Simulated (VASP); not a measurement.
All values below come from vdW-DF2, VASP's PBE PAW potentials (set 64) (plane waves; VASP).

Input for VASP

### KPOINTS
```
k-points along high-symmetry lines
10
Line-mode
Reciprocal
  0.000000   0.000000   0.000000 ! GAMMA
  0.500000   0.000000   0.000000 ! M

  0.500000   0.000000   0.000000 ! M
  0.333333   0.333333   0.000000 ! K

  0.333333   0.333333   0.000000 ! K
  0.000000   0.000000   0.000000 ! GAMMA

  0.000000   0.000000   0.000000 ! GAMMA
  0.000000   0.000000   0.500000 ! A

  0.000000   0.000000   0.500000 ! A
  0.500000   0.000000   0.500000 ! L

  0.500000   0.000000   0.500000 ! L
  0.333333   0.333333   0.500000 ! H

  0.333333   0.333333   0.500000 ! H
  0.000000   0.000000   0.500000 ! A

  0.500000   0.000000   0.500000 ! L
  0.500000   0.000000   0.000000 ! M

  0.333333   0.333333   0.500000 ! H
  0.333333   0.333333   0.000000 ! K
```

### POSCAR
```
Se
1
    2.2548152990    -3.9054546441     0.0000000000
    2.2548152990     3.9054546441     0.0000000000
    0.0000000000     0.0000000000     5.2369820425
Se
3
Direct
  0.0000000000   0.2268205177   0.6666670000
  0.7731794823   0.7731794823   0.0000000000
  0.2268205177   0.0000000000   0.3333330000
```

INCAR:
```
ALGO  =  Normal   # blocked Davidson
PREC  =  Accurate
ZAB_VDW  =  -1.8867
LMAXMIX  =  4   # l cut-off of mixed one-centre charges
ICHARG  =  11
ENCUT  =  520   # plane-wave cut-off (eV)
SIGMA  =  0.05
NELM  =  100   # most electronic steps
LASPH  =  .True.   # aspherical one-centre terms
LREAL  =  .False.
LWAVE  =  .False.
AGGAC  =  0.0
LUSE_VDW  =  .True.
EDIFF  =  1E-7
SYSTEM  =  Se
ISMEAR  =  0
LCHARG  =  .False.
GGA  =  ML
LORBIT  =  11
```

POTCAR, in this order: Se (PBE.64 set). Program: vasp_std. Read from the step before: CHGCAR.

The resulting files:

OUTCAR:
```
 ion  position               nearest neighbor table
   1  0.000  0.227  0.667-   2 2.49   3 2.49
   2  0.773  0.773  0.000-   1 2.49   3 2.49
   3  0.227  0.000  0.333-   2 2.49   1 2.49
  LATTYP: Found a hexagonal cell.
 ALAT       =     4.5096305846
 C/A-ratio  =     1.1612884790
 Subroutine PRICEL returns:
 Original cell was already a primitive cell.
 Subroutine GETGRP returns: Found  6 space group operations
The static configuration has the point symmetry C_2 .
 The point group associated with its full space group is D_3 .
The dynamic configuration has the point symmetry C_2 .
 Subroutine INISYM returns: Found  6 space group operations
   k-points           NKPTS =     90   k-points in BZ     NKDIM =     90   number of bands    NBANDS=     13
   number of dos      NEDOS =    301   number of ions     NIONS =      3
   total plane-waves  NPLWV =  51840
   dimension x,y,z NGX =    36 NGY =   36 NGZ =   40
   dimension x,y,z NGXF=    72 NGYF=   72 NGZF=   80
   ions per type =               3
   PREC   = accura    normal or accurate (medium, high low for compatibility)
   ISTART =      0    job   : 0-new  1-cont  2-samecut
   ICHARG =     11    charge: 1-file 2-atom 10-const
   ISPIN  =      1    spin polarized calculation?
   LNONCOLLINEAR =      F non collinear calculations
   LSORBIT =      F    spin-orbit coupling
   INIWAV =      1    electr: 0-lowe 1-rand  2-diag
   ENCUT  =  520.0 eV  38.22 Ry    6.18 a.u.   8.38  8.38  9.74*2*pi/ulx,y,z
   NELM   =    100;   NELMIN=  2; NELMDL= -5     # of ELM steps
   EDIFF  = 0.1E-06   stopping-criterion for ELM
   LREAL  =      F    real-space projection
   NLSPLINE    = F    spline interpolate recip. space projectors
   LMAXMIX     =    4 max onsite mixed and CHGCAR
   VOSKOWN=      0    Vosko Wilk Nusair interpolation
   EDIFFG = 0.1E-05   stopping-criterion for IOM
   NSW    =      0    number of steps for IOM
   NBLOCK =      1;   KBLOCK =      1    inner block; outer block
   IBRION =     -1    ionic relax: 0-MD 1-quasi-New 2-CG
   NFREE  =      0    steps in history (QN), initial steepest desc. (CG)
   ISIF   =      2    stress and relaxation
...
```

### OSZICAR
```
       N       E                     dE             d eps       ncg     rms          rms(c)
DAV:   1     0.964238430371E+02    0.96424E+02   -0.71028E+03  2340   0.113E+03
DAV:   2     0.232796248738E+01   -0.94096E+02   -0.90398E+02  3173   0.176E+02
DAV:   3    -0.455235261902E+01   -0.68803E+01   -0.68303E+01  2665   0.555E+01
DAV:   4    -0.462814185334E+01   -0.75789E-01   -0.75633E-01  2815   0.685E+00
DAV:   5    -0.462886794628E+01   -0.72609E-03   -0.72606E-03  2870   0.670E-01
DAV:   6    -0.462888055855E+01   -0.12612E-04   -0.12612E-04  2875   0.843E-02
DAV:   7    -0.462888085681E+01   -0.29826E-06   -0.29826E-06  2925   0.114E-02
DAV:   8    -0.462888086471E+01   -0.78950E-08   -0.78755E-08  2440   0.176E-03
   1 F= -.46288809E+01 E0= -.46288809E+01  d E =-.815253E-17
```

File OUTCAR:
```
 val. band max:        1.4432440122   @ k =   0.4444   0.1111   0.5000

 cond. band min:       2.2028619607   @ k =   0.3333   0.3333   0.5000



 k-point     1 :       0.0000    0.0000    0.0000
  band No.  band energies     occupation
      1     -13.3946      2.00000
      2     -10.0853      2.00000
      3     -10.0852      2.00000
      4      -1.8620      2.00000
      5      -1.8620      2.00000
      6      -1.6077      2.00000
      7      -0.0285      2.00000
      8      -0.0285      2.00000
      9       1.2134      2.00000
     10       3.0572      0.00000
     11       3.0572      0.00000
     12       3.5772      0.00000
     13       7.3743      0.00000

 k-point     2 :       0.0556    0.0000    0.0000
  band No.  band energies     occupation
      1     -13.3842      2.00000
      2     -10.0938      2.00000
      3     -10.0849      2.00000
      4      -1.9462      2.00000
      5      -1.8987      2.00000
      6      -1.5793      2.00000
      7      -0.0279      2.00000
      8       0.0256      2.00000
      9       1.1974      2.00000
     10       3.0330      0.00000
     11       3.0593      0.00000
     12       3.5973      0.00000
     13       7.4254      0.00000

 k-point     3 :       0.1111    0.0000    0.0000
  band No.  band energies     occupation
      1     -13.3538      2.00000
      2     -10.1191      2.00000
      3     -10.0839      2.00000
      4      -2.1262      2.00000
      5      -1.9895      2.00000
      6      -1.5465      2.00000
      7      -0.0271      2.00000
      8       0.1400      2.00000
      9       1.1437      2.00000
     10       2.9955      0.00000
     11       3.0685      0.00000
     12       3.6563      0.00000
     13       7.5406      0.00000

 k-point     4 :       0.1667    0.0000    0.0000
  band No.  band energies     occupation
      1     -13.3057      2.00000
      2     -10.1603      2.00000
      3     -10.0823      2.00000
      4      -2.3269      2.00000
...
```

The density is held fixed in this step, so its total energy and stress have no physical meaning.

The compound is Se in the trig structure. It was relaxed first, which changed the volume by +13 %.
